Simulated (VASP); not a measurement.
Set up this calculation in VASP 6.6.1, as the native input.

```
Task                   : single point
Functional             : PBE
Potentials or basis    : VASP PAW PBE potentials, release 64 (Cs_sv, Tl_d, H)
Cutoff                 : 520 eV
k mesh                 : 10 × 10 × 8
Occupations            : gaussian, width 0.1 eV
Spin                   : no spin polarisation
Dipole correction      : no
Further INCAR settings : ALGO = Normal; EDIFF = 1e-06; NBANDS = 22
```

The structure of CsTlH4 lies in POSCAR:

```
CsTlH4
1.0
    4.4372902153      0.0000000000      0.0000000000
    0.0000000000      4.4372902153      0.0000000000
    0.0000000000      0.0000000000      5.3985323019
Cs Tl H
1 1 4
Direct
    0.5000000000      0.5000000000      0.5000000000
    0.0000000000      0.0000000000      0.0000000000
    0.0000000000      0.0000000000      0.5809404619
    0.5000000000      0.0000000000      0.0000000000
    0.0000000000      0.5000000000      0.0000000000
    0.0000000000      0.0000000000      0.4190595381
```

The cell was built by a generator and needn't be a form met in nature.

These files were run (other wordings do the same):

INCAR

```
PREC = Accurate
ENCUT = 520
EDIFF = 1E-6
ISMEAR = 0
SIGMA = 0.1
LREAL = F
LASPH = T
NELM = 80
ALGO = Normal
ISIF = 2
LWAVE = F
LCHARG = F
GGA = PE
NBANDS = 22
```

KPOINTS

```
Automatic mesh
0
Gamma
  10 10 8
```

Potentials or basis: VASP PAW PBE potentials, release 64 (Cs_sv, Tl_d, H).

Launch:

```sh
$ cat potpaw_PBE.64/Cs_sv/POTCAR potpaw_PBE.64/Tl_d/POTCAR potpaw_PBE.64/H/POTCAR > POTCAR
$ mpirun -np 1 vasp_std > vasp.out
```

It gave:

The pressure is 0.0 GPa, the largest force is 0.006 eV/Å and the band gap on the k mesh is none (metal or under the smearing width).

Run time: 74 s on 1 thread of Intel(R) Xeon(R) 6975P-C (Granite Rapids), on a shared host, peak memory 0.39 GiB.
